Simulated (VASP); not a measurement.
Input:

```
CeO2
1.0
    0.00000     2.76815     2.76815
    2.76815     0.00000     2.76815
    2.76815     2.76815     0.00000
Ce O
1 2
Direct
  0.00000   0.00000   0.00000
  0.25000   0.25000   0.25000
  0.75000   0.75000   0.75000
```

All values below come from PBE GGA with D4 dispersion, VASP's PBE PAW potentials (set 64) (plane waves; VASP). Settings: 520 eV cut-off, 7×7×7 Γ-centred mesh, Gaussian smearing of 0.050 eV, potentials Ce O.

**Question.** Give the stress tensor in GPa (positive for a compressed cell).

**Answer.** 
```
-9.29   0.00   0.00
 0.00  -9.29   0.00
 0.00   0.00  -9.29
```
The pressure is its mean diagonal, -9.29 GPa.

The compound is CeO2 in the fluorite structure. This cell is one point of a volume scan, at 1.06 of the reference volume. The run is not spin-polarised, so no magnetic state was tried.
